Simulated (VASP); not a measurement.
A convergence study with VASP on CsPbCl₃ (cubic perovskite): one setting is varied, all else stays as given below, so the limit is that of these other settings.

```
CELL_PARAMETERS angstrom
      5.61000     0.00000     0.00000
      0.00000     5.61000     0.00000
      0.00000     0.00000     5.61000
ATOMIC_POSITIONS crystal
  Cs 0.00000 0.00000 0.00000
  Pb 0.50000 0.50000 0.50000
  Cl 0.50000 0.00000 0.50000
  Cl 0.00000 0.50000 0.50000
  Cl 0.50000 0.50000 0.00000
```

These are PBE GGA, VASP's PBE PAW potentials (set 64) (plane waves; VASP 6.6.1) values and carry that method's errors. The tightest run used: 550 eV cut-off, 9×9×9 Monkhorst-Pack mesh, Gaussian smearing of 0.050 eV, potentials Cs_sv Pb_d Cl.

```csv
setting,E (eV/atom),pressure (GPa),irreducible k-points
1×1×1 mesh,-4.1686,-1.68,1
2×2×2 mesh,-3.5975,0.68,1
3×3×3 mesh,-3.5199,1.38,4
4×4×4 mesh,-3.5058,1.57,4
```

### Question
These are the cheaper rows. Estimate the results at 9×9×9 mesh, and how far the last row shown lies from them.

### Answer

| quantity | tightest run | last row shown is off by |
|---|---|---|
| E (eV/atom) | -3.5014 | -0.0044 |
| pressure (GPa) | 1.65 | -0.08 |

Left out are rungs that failed or repeat a setting and relaxations that didn't move; long series are thinned to 24 rows.

The compound is CsPbCl3 in the cubic perovskite structure, the ideal cubic form; the compound distorts at low or room temperature. The cell was not relaxed at this level.
